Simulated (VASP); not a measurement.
An input for Quantum ESPRESSO's pw.x (written as the equivalent of a VASP run, and not itself run):

```
&CONTROL
  calculation = 'vc-relax'
  pseudo_dir = './pseudo'
  outdir = './out'
  tprnfor = .true.
  tstress = .true.
  nstep = 30
  forc_conv_thr = 0.00039
/
&SYSTEM
  ibrav = 0
  nat = 4
  ntyp = 2
  ecutwfc = 84
  occupations = 'smearing'
  smearing = 'gaussian'
  degauss = 0.003675
  input_dft = 'pbe'
/
&ELECTRONS
  conv_thr = 7.3e-09
  electron_maxstep = 100
/
&IONS
/
&CELL
  cell_dofree = 'shape'
/
ATOMIC_SPECIES
  Mg 24.305 Mg.upf
  Te 127.600 Te.upf
CELL_PARAMETERS angstrom
     2.2807440   -3.9503649    0.0000000
     2.2807440    3.9503649    0.0000000
     0.0000000    0.0000000    7.4222052
ATOMIC_POSITIONS crystal
  Mg   0.6666670  0.3333330  0.4998349
  Mg   0.3333330  0.6666670  0.9998349
  Te   0.6666670  0.3333330  0.8761651
  Te   0.3333330  0.6666670  0.3761651
K_POINTS automatic
  7 7 4 0 0 0
```

Task: Translate this input to VASP (INCAR, KPOINTS, POSCAR, choice of POTCAR).

Result: This is not unique; one that fits is 
**POSCAR**
```
MgTe
1
    2.2807439667    -3.9503648536     0.0000000000
    2.2807439667     3.9503648536     0.0000000000
    0.0000000000     0.0000000000     7.4222052345
Mg Te
2 2
Direct
  0.6666670000   0.3333330000   0.4998348923
  0.3333330000   0.6666670000   0.9998348923
  0.6666670000   0.3333330000   0.8761651077
  0.3333330000   0.6666670000   0.3761651077
```

**INCAR**
```
ALGO=Normal
EDIFF=1E-7
EDIFFG=-0.01
ENCUT=520
GGA=PE
IBRION=2
ISIF=4
ISMEAR=0
LASPH=.TRUE.
LCHARG=.FALSE.
LMAXMIX=4
LREAL=.FALSE.
LWAVE=.FALSE.
NELM=100
NSW=30
PREC=Accurate
SIGMA=0.05
SYSTEM=MgTe
```

File KPOINTS:
```
Automatic mesh
0
Gamma
7 7 4
0 0 0
```

POTCAR, in this order: Mg Te (PBE.64 set). Program: vasp_std.

Limits of the translation: the potentials are each code's own (VASP's PAW set, PseudoDojo norm-conserving files in pw.x), so ENCUT and ecutwfc are chosen apart and not converted; conv_thr bounds pw.x's estimated SCF error, while EDIFF bounds the energy change between steps; forc_conv_thr acts on force components and is met together with etot_conv_thr.

The compound is MgTe in the wurtzite structure. This cell is one point of a volume scan, at 0.97 of the reference volume.
